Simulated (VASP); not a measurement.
An input for Ansatz (written as the equivalent of a VASP run, and not itself run):

Ansatz 0.2 input:
```yaml
crystal:
  lattice:
    - [5.6306100, 0.0000000, 0.0000000]
    - [0.0000000, 5.6306100, 0.0000000]
    - [0.0000000, 0.0000000, 5.6306100]
  atoms:
    - { symbol: Ru, position: [0.0006150, 0.4956570, 0.5105090] }
    - { symbol: Ru, position: [0.4964970, 0.4996150, 0.0089830] }
    - { symbol: Ru, position: [0.5127790, 0.0037400, 0.5056200] }
    - { symbol: Ru, position: [0.0030200, 0.0030870, -0.0071060] }
    - { symbol: S, position: [0.3834020, 0.1055280, 0.8820470] }
    - { symbol: S, position: [0.6252680, 0.8853540, 0.1061940] }
    - { symbol: S, position: [0.1041980, 0.8920530, 0.3794920] }
    - { symbol: S, position: [0.8753270, 0.1094310, 0.6109980] }
    - { symbol: S, position: [0.8872140, 0.3898460, 0.1104000] }
    - { symbol: S, position: [0.1011250, 0.6144130, 0.8928000] }
    - { symbol: S, position: [0.6157430, 0.6130310, 0.6187830] }
    - { symbol: S, position: [0.3948110, 0.3882440, 0.3812790] }
kpoints:
  mp_grid: { grid: [3, 3, 3] }
hamiltonian:
  xc: r2scan
  pseudopotentials: { kind: paw }
scf:
  occupations: { method: gaussian, width: 0.05 }
  max_iter: 100
output: { forces: true, stress: true, eigenvalues: true }
```

Q: Write the VASP files for the same calculation (r2SCAN).

A: Several could match; the one computed here: 
### KPOINTS
```
Automatic
0
Gamma
3 3 3
0 0 0
```

INCAR:
```
ALGO = Normal
EDIFF = 1E-6
ENCUT = 300
ISIF = 2
ISMEAR = 0
LASPH = .True.
LCHARG = .False.
LMAXMIX = 4
LMIXTAU = .True.
LREAL = .False.
LWAVE = .False.
METAGGA = R2SCAN
NELM = 100
PREC = Accurate
SIGMA = 0.05
SYSTEM = RuS2
```

File POSCAR:
```
RuS2
1
    5.6306100000     0.0000000000     0.0000000000
    0.0000000000     5.6306100000     0.0000000000
    0.0000000000     0.0000000000     5.6306100000
Ru S
4 8
Direct
  0.0006150000   0.4956570000   0.5105090000
  0.4964970000   0.4996150000   0.0089830000
  0.5127790000   0.0037400000   0.5056200000
  0.0030200000   0.0030870000  -0.0071060000
  0.3834020000   0.1055280000   0.8820470000
  0.6252680000   0.8853540000   0.1061940000
  0.1041980000   0.8920530000   0.3794920000
  0.8753270000   0.1094310000   0.6109980000
  0.8872140000   0.3898460000   0.1104000000
  0.1011250000   0.6144130000   0.8928000000
  0.6157430000   0.6130310000   0.6187830000
  0.3948110000   0.3882440000   0.3812790000
```

POTCAR, in this order: Ru_pv S (PBE.64 set). Program: vasp_std.

Limits of the translation: each code has its own PAW files, so the cut-off isn't converted (ENCUT is set for VASP's; basis.ecutwfc is left out, and Ansatz then takes the one that its files recommend); Ansatz stops its SCF on the density residual and VASP on the energy change (EDIFF).

The structure comes from a computed database's RuS2 entry; how it stands against other phases isn't given here. The cell was not relaxed at this level, atoms are displaced from their ideal sites. The run is one of a series of settings (GGA removed, LMIXTAU = .TRUE., METAGGA = R2SCAN against the base run), some of them coarse on purpose.
